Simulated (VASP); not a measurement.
All values below come from PBE GGA with D3 dispersion (zero damping), VASP's PBE PAW potentials (set 64) (plane waves; VASP 6.6.1).

A VASP calculation is set up with these files.

INCAR:
```
! general
SYSTEM  = TiO2
PREC    = Accurate
ENCUT   = 520   ! plane-wave cut-off (eV)
LREAL   = F
LASPH   = T   ! aspherical one-centre terms
ICHARG  = 11

! electronic loop
EDIFF   = 1E-7   ! SCF stop (eV)
NELM    = 100   ! most electronic steps
ALGO    = Normal   ! blocked Davidson
LMAXMIX = 4

! smearing
ISMEAR  = 0   ! Gaussian
SIGMA   = 0.05   ! width (eV)

! functional
GGA     = PE   ! PBE
IVDW    = 11   ! D3, zero damping

! output
LWAVE   = F
LCHARG  = F
LORBIT  = 11
```

KPOINTS:
```
k-points along high-symmetry lines
10
Line-mode
Reciprocal
  0.000000   0.000000   0.000000 ! GAMMA
  0.000000   0.000000   0.500000 ! X

  0.000000   0.000000   0.500000 ! X
  0.250000   0.250000   0.250000 ! P

  0.250000   0.250000   0.250000 ! P
  0.000000   0.500000   0.000000 ! N

  0.000000   0.500000   0.000000 ! N
  0.000000   0.000000   0.000000 ! GAMMA

  0.000000   0.000000   0.000000 ! GAMMA
  0.500000   0.500000  -0.500000 ! M

  0.500000   0.500000  -0.500000 ! M
  0.289601   0.710399  -0.289601 ! S

 -0.289601   0.289601   0.289601 ! S_0
  0.000000   0.000000   0.000000 ! GAMMA

  0.000000   0.000000   0.500000 ! X
 -0.079203   0.079203   0.500000 ! R

  0.500000   0.500000  -0.079203 ! G
  0.500000   0.500000  -0.500000 ! M
```

POSCAR:
```
TiO2
1
   -1.9005252268     1.9005252268     4.7837407087
    1.9005252268    -1.9005252268     4.7837407087
    1.9005252268     1.9005252268    -4.7837407087
Ti O
2 4
Direct
  0.7500000000   0.2500000000   0.5000000000
  0.0000000000   0.0000000000   0.0000000000
  0.5416770739   0.0416770739   0.5000000000
  0.7916770739   0.7916770739   0.0000000000
  0.2083229261   0.2083229261   0.0000000000
  0.9583229261   0.4583229261   0.5000000000
```

POTCAR, in this order: Ti_sv O (PBE.64 set). Program: vasp_std. Read from the step before: CHGCAR.

The run wrote:

OSZICAR:
```
       N       E                     dE             d eps       ncg     rms          rms(c)
DAV:   1     0.620374598175E+03    0.62037E+03   -0.25742E+04  5048   0.203E+03
DAV:   2     0.499002610270E+02   -0.57047E+03   -0.55379E+03  5272   0.568E+02
DAV:   3    -0.464791864836E+02   -0.96379E+02   -0.91444E+02  8116   0.192E+02
DAV:   4    -0.530797481746E+02   -0.66006E+01   -0.65418E+01  7208   0.514E+01
DAV:   5    -0.534073057660E+02   -0.32756E+00   -0.32656E+00  7180   0.894E+00
DAV:   6    -0.534137791058E+02   -0.64733E-02   -0.64678E-02  6492   0.145E+00
DAV:   7    -0.534140685162E+02   -0.28941E-03   -0.28935E-03  7172   0.247E-01
DAV:   8    -0.534140733968E+02   -0.48806E-05   -0.48802E-05  6540   0.321E-02
DAV:   9    -0.534140736288E+02   -0.23197E-06   -0.23193E-06  6460   0.542E-03
DAV:  10    -0.534140736336E+02   -0.48331E-08   -0.48472E-08  3792   0.885E-04
   1 F= -.54411904E+02 E0= -.54411904E+02  d E =-.115585E-19
```

### OUTCAR
```
 val. band max:        3.2874034512   @ k =   0.0000   0.0000   0.4444

 cond. band min:       5.3442700040   @ k =   0.0000   0.0000   0.0000



 k-point     1 :       0.0000    0.0000    0.0000
  band No.  band energies     occupation
      1     -53.1825      2.00000
      2     -53.1262      2.00000
      3     -29.6261      2.00000
      4     -29.3992      2.00000
      5     -29.3992      2.00000
      6     -29.3317      2.00000
      7     -29.3317      2.00000
      8     -29.2554      2.00000
      9     -14.3315      2.00000
     10     -13.3332      2.00000
     11     -13.2097      2.00000
     12     -12.8663      2.00000
     13      -0.6084      2.00000
     14      -0.5071      2.00000
     15      -0.5071      2.00000
     16      -0.1237      2.00000
     17       1.2298      2.00000
     18       1.2298      2.00000
     19       1.2736      2.00000
     20       2.4962      2.00000
     21       2.4962      2.00000
     22       2.5012      2.00000
     23       2.8142      2.00000
     24       2.8142      2.00000
     25       5.3443      0.00000
     26       6.0596      0.00000
     27       7.1720      0.00000
     28       7.1896      0.00000

 k-point     2 :       0.0000    0.0000    0.0556
  band No.  band energies     occupation
      1     -53.1819      2.00000
      2     -53.1265      2.00000
      3     -29.6258      2.00000
      4     -29.4049      2.00000
      5     -29.4011      2.00000
      6     -29.3347      2.00000
      7     -29.3318      2.00000
      8     -29.2541      2.00000
      9     -14.3022      2.00000
     10     -13.3153      2.00000
     11     -13.1974      2.00000
     12     -12.8583      2.00000
     13      -0.6148      2.00000
     14      -0.5770      2.00000
     15      -0.5438      2.00000
     16      -0.1217      2.00000
     17       1.1662      2.00000
     18       1.2620      2.00000
     19       1.3135      2.00000
     20       2.4186      2.00000
     21       2.4307      2.00000
...
```

The density is held fixed in this step, so its total energy and stress have no physical meaning.

The compound is TiO2 in the anatase structure, one of several forms; rutile is the usual stable one. It was relaxed first.
